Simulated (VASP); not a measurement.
Consider the following.

```xyz
3
Lattice="-1.6090 1.6090 3.9370 1.6090 -1.6090 3.9370 1.6090 1.6090 -3.9370" Properties=species:S:1:pos:R:3 pbc="T T T"
Si     0.0000     0.0000     5.2356
Si     0.0000     0.0000     2.6384
Mo     0.0000     0.0000     0.0000
```

The numbers are results of PBE GGA, VASP's PBE PAW potentials (set 64) (plane waves; VASP 6.6.1), not measurements. Run with 500 eV cut-off, 13×13×13 Γ-centred mesh, first-order Methfessel-Paxton smearing of 0.10 eV, potentials Si Mo_sv.

Energy and stress use the plane-wave basis of the starting cell.

Problem. The ions, cell shape and volume at an external pressure of 5.0 GPa are relaxed. What does this cell relax into?

Solution. 
```xyz
3
Lattice="-1.5951 1.5951 3.9125 1.5951 -1.5951 3.9125 1.5951 1.5951 -3.9125" Properties=species:S:1:pos:R:3 pbc="T T T"
Si     0.0000     0.0000     5.2055
Si     0.0000     0.0000     2.6196
Mo     0.0000     0.0000     0.0000
```
Space group I4/mmm (139), at a tolerance of 0.03 Å.

Problem. How do energy and volume change from the first to the last step?

Solution. The energy (σ→0) changes by +4.9 meV/atom and the volume by -2.3 %, in 5 ionic steps.

The compound is MoSi2 in the MoSi2 type structure. This run relaxes it under an external pressure of 5 GPa. Symmetry was kept, so distortions that lower it aren't found.
